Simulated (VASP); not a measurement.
The system is TiC.

```
Ti C
1.0
     0.00000    2.15930    2.15930
     2.15930    0.00000    2.15930
     2.15930    2.15930    0.00000
Ti C
1 1
Direct
  0.00000 0.00000 0.00000
  0.50000 0.50000 0.50000
```

- Program: VASP 6.6.1
- Task: relaxation of cell and atoms
- Functional: PBE
- Dispersion: D3(BJ)
- Potentials or basis: VASP PAW PBE potentials, release 64 (Ti_sv, C)
- Cutoff: 520 eV
- k mesh: 16 × 16 × 16
- Occupations: gaussian, width 0.1 eV
- Spin: no spin polarisation

At the start: pressure -4.7 GPa; volume 10.07 Å³/atom.

How do energy, volume and symmetry change on relaxing?

Over 3 steps the energy falls by 2.7 meV/atom and the volume is 9.89 Å³/atom (-1.8 %); space group Fm-3m (No. 225, to 0.05 Å).

Step by step:
```csv
step,energy change (eV),largest force (eV/Å),pressure (GPa),volume (Å³)
1,0.0000,0.0000,-4.68,20.14
2,0.0045,0.0000,6.76,19.29
3,-0.0054,0.0000,-0.02,19.77
```

Final structure:
```xyz
2
Lattice="0.0000 2.1462 2.1462 2.1462 0.0000 2.1462 2.1462 2.1462 0.0000" Properties=species:S:1:pos:R:3 pbc="T T T"
Ti    0.0000    0.0000    0.0000
C     2.1462    2.1462    2.1462
```

Caveat: pairwise dispersion overbinds metals, which lowers pressure and volume.
